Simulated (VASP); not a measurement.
Input:

```
TiS2
1.0
    1.67081    -2.89393     0.00000
    1.67081     2.89393     0.00000
    0.00000     0.00000     5.70589
Ti S
1 2
Cartesian
  3.34162   0.00000   0.00000
  1.67081   0.96464   1.43115
  1.67081  -0.96464   4.27474
```

All values below come from PBEsol GGA, VASP's PBE PAW potentials (set 64) (plane waves; VASP). Settings: 520 eV cut-off, 12×12×6 Γ-centred mesh, tetrahedra with Blöchl corrections, potentials Ti_sv S.

The cores are frozen, which limits the accuracy of field gradients. Without a dispersion term in the relaxation, distances and binding between the weakly bound layers, chains or molecules are unreliable, and so is what depends on them.

### Question
Give the principal components of the electric field gradient (V/Å²) and the asymmetry η at each nucleus.

### Answer

| atom | Vxx | Vyy | Vzz | η |
|---|---|---|---|---|
| Ti1 | 11.7 | 11.7 | -23.4 | 0.00 |
| S2 | 5.5 | 5.5 | -11.0 | 0.00 |
| S3 | 5.5 | 5.5 | -11.0 | 0.00 |

The compound is TiS2 in the 1T layered structure. It was relaxed first.
